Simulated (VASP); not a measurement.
Write the native input for VASP 6.6.1 that does the following.

```
Task                   : single point
Functional             : PBEsol
Potentials or basis    : VASP PAW PBE potentials, release 64 (Mn_pv, Ge_d)
Cutoff                 : 350 eV
k mesh                 : 2 × 2 × 2
Occupations            : gaussian, width 0.03 eV
Spin                   : collinear spin, ferromagnetic start
Starting moments       : [1.0, 0.0, 0.0, 0.0, 0.0, 0.0, 0.0, 0.0, 0.0, 0.0, 0.0, 0.0, 0.0, 0.0, 0.0, 0.0, 0.0, 0.0, 0.0, 0.0, 0.0, 0.0, 0.0, 0.0] μB
Fixed moment           : 1 μB
Hubbard terms          : Mn d U = 3.5 eV
Dq                     : 0
Further INCAR settings : LREAL = Auto; ALGO = Normal; EDIFF = 1e-05
```

The structure of MnGe23 (a cell with a defect) lies in POSCAR:

```
MnGe23
1.0
    0.0000000000      8.4863100000      8.4863100000
    5.6575400000      0.0000000000      5.6575400000
    5.6575400000      5.6575400000      0.0000000000
Mn Ge
1 23
Direct
    0.0000000000      0.0000000000      0.0000000000
    0.0000000000      0.0000000000      0.5000000000
    0.0000000000      0.5000000000      0.0000000000
    0.0000000000      0.5000000000      0.5000000000
    0.3333330000      0.0000000000      0.0000000000
    0.3333330000      0.0000000000      0.5000000000
    0.3333330000      0.5000000000      0.0000000000
    0.3333330000      0.5000000000      0.5000000000
    0.6666670000      0.0000000000      0.0000000000
    0.6666670000      0.0000000000      0.5000000000
    0.6666670000      0.5000000000      0.0000000000
    0.6666670000      0.5000000000      0.5000000000
    0.0833333333      0.1250000000      0.1250000000
    0.0833333333      0.1250000000      0.6250000000
    0.0833333333      0.6250000000      0.1250000000
    0.0833333333      0.6250000000      0.6250000000
    0.4166663333      0.1250000000      0.1250000000
    0.4166663333      0.1250000000      0.6250000000
    0.4166663333      0.6250000000      0.1250000000
    0.4166663333      0.6250000000      0.6250000000
    0.7500003333      0.1250000000      0.1250000000
    0.7500003333      0.1250000000      0.6250000000
    0.7500003333      0.6250000000      0.1250000000
    0.7500003333      0.6250000000      0.6250000000
```

The input as run:

INCAR

```
SYSTEM = MnGe23
PREC = Accurate
ENCUT = 350
EDIFF = 1E-5
ISMEAR = 0
SIGMA = 0.03
LREAL = Auto
LASPH = .TRUE.
NELM = 120
ALGO = Normal
ISIF = 2
LWAVE = .FALSE.
LCHARG = .FALSE.
ISPIN = 2
MAGMOM = 1 0 0 0 0 0 0 0 0 0 0 0 0 0 0 0 0 0 0 0 0 0 0 0
LORBIT = 11
NUPDOWN = 1
LMAXMIX = 4
LDAU = .TRUE.
LDAUTYPE = 2
LDAUL = 2 -1
LDAUU = 3.5 0
LDAUJ = 0 0
LDAUPRINT = 1
GGA = PS
KPAR = 2
```

KPOINTS

```
Automatic mesh
0
G
  2 2 2
  0 0 0
```

Potentials or basis: VASP PAW PBE potentials, release 64 (Mn_pv, Ge_d).

Run with:

```bash
$ cat potpaw_PBE.64/Mn_pv/POTCAR potpaw_PBE.64/Ge_d/POTCAR > POTCAR
$ mpirun -np 4 vasp_std > vasp.out
```

Results of the run:

The largest force is 0.290 eV/Å, the net moment is 1.00 μB per cell and the site moments are Mn +3.88; Ge -0.06, -0.05, -0.07, -0.17, -0.08, -0.18 μB. The valence electrons inside the program's atomic spheres are Mn 11.56; Ge 12.40, 12.41, 12.42.

Caveat: the k mesh is coarse (spacing up to 0.48 Å⁻¹), so the values aren't converged; the PAW data sets were made with another functional, which shifts forces and pressure a little; the total moment is fixed, so each spin has its own Fermi level; the U is typed as a test and isn't derived for this compound.

It took 9.6 min on 4 MPI ranks on Intel(R) Xeon(R) 6975P-C (Granite Rapids), with other jobs on the host, peak memory 0.53 GiB a rank.
